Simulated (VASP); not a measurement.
Calculation: PBEsol GGA, VASP's PBE PAW potentials (set 64) (plane waves; VASP).

A VASP calculation is set up with these files.

### INCAR
```
GGA  =  PS
EDIFF  =  1E-7   # SCF stop (eV)
PREC  =  Accurate
SYSTEM  =  KI
ISIF  =  2   # forces and stress, cell fixed
LWAVE  =  .False.
ISMEAR  =  0   # Gaussian
LCHARG  =  .False.
NELM  =  100
SIGMA  =  0.05
LREAL  =  .False.   # projection in real space or not
LASPH  =  .True.   # aspherical one-centre terms
LMAXMIX  =  4   # l cut-off of mixed one-centre charges
ENCUT  =  480   # plane-wave cut-off (eV)
ALGO  =  Normal   # blocked Davidson
```

**POSCAR**
```
KI
1
    0.0000000000     3.5101212151     3.5101212151
    3.5101212151     0.0000000000     3.5101212151
    3.5101212151     3.5101212151     0.0000000000
K I
1 1
Direct
  0.0000000000   0.0000000000   0.0000000000
  0.5000000000   0.5000000000   0.5000000000
```

**KPOINTS**
```
Automatic mesh
0
Gamma
6 6 6
0 0 0
```

POTCAR, in this order: K_sv I (PBE.64 set). Program: vasp_std.

Output

File OSZICAR:
```
       N       E                     dE             d eps       ncg     rms          rms(c)
DAV:   1     0.880513483901E+02    0.88051E+02   -0.62073E+03   384   0.105E+03
DAV:   2    -0.364889803639E+00   -0.88416E+02   -0.83220E+02   468   0.235E+02
DAV:   3    -0.567710371757E+01   -0.53122E+01   -0.52884E+01   504   0.547E+01
DAV:   4    -0.589807045045E+01   -0.22097E+00   -0.22082E+00   712   0.107E+01
DAV:   5    -0.589882614770E+01   -0.75570E-03   -0.75568E-03   488   0.664E-01    0.306E+00
DAV:   6    -0.581863145242E+01    0.80195E-01   -0.11093E-01   464   0.243E+00    0.220E+00
DAV:   7    -0.581179179542E+01    0.68397E-02   -0.12272E-01   456   0.219E+00    0.870E-01
DAV:   8    -0.581580053342E+01   -0.40087E-02   -0.16005E-02   488   0.107E+00    0.229E-01
DAV:   9    -0.581570124519E+01    0.99288E-04   -0.56976E-04   492   0.162E-01    0.995E-02
DAV:  10    -0.581599305034E+01   -0.29181E-03   -0.47756E-04   460   0.131E-01    0.815E-02
DAV:  11    -0.581599241119E+01    0.63915E-06   -0.47451E-05   472   0.434E-02    0.141E-02
DAV:  12    -0.581599343929E+01   -0.10281E-05   -0.47409E-06   488   0.217E-02    0.137E-02
DAV:  13    -0.581599399409E+01   -0.55480E-06   -0.84040E-07   480   0.960E-03    0.428E-03
DAV:  14    -0.581599412925E+01   -0.13516E-06   -0.18248E-07   440   0.346E-03    0.709E-04
DAV:  15    -0.581599412790E+01    0.13501E-08   -0.11146E-08   304   0.976E-04
   1 F= -.58159941E+01 E0= -.58159941E+01  d E =-.440605E-18
```

File OUTCAR:
```
------------------------ aborting loop because EDIFF is reached ----------------------------------------
  FORCE on cell =-STRESS in cart. coord.  units (eV):
  Direction    XX          YY          ZZ          XY          YZ          ZX
  --------------------------------------------------------------------------------------
  Total       -0.0165682     -0.0165682     -0.0165682      0.0000000      0.0000000      0.0000000
  in kB       -0.3068944     -0.3068944     -0.3068944      0.0000000      0.0000000      0.0000000
  external PRESSURE =      -0.3068944 kB  Pullay stress =       0.0000000 kB
  volume of cell :       86.50
      direct lattice vectors                 reciprocal lattice vectors
     0.000000000  3.510121215  3.510121215    -0.142445223  0.142445223  0.142445223
     3.510121215  0.000000000  3.510121215     0.142445223 -0.142445223  0.142445223
     3.510121215  3.510121215  0.000000000     0.142445223  0.142445223 -0.142445223
  FREE ENERGIE OF THE ION-ELECTRON SYSTEM (eV)
  ---------------------------------------------------
  free  energy   TOTEN  =        -5.8159941279 eV

  energy  without entropy=       -5.8159941279  energy(sigma->0) =       -5.81599413
```
(Selected blocks of OUTCAR.)

The compound is KI in the rock salt structure. It was relaxed first.
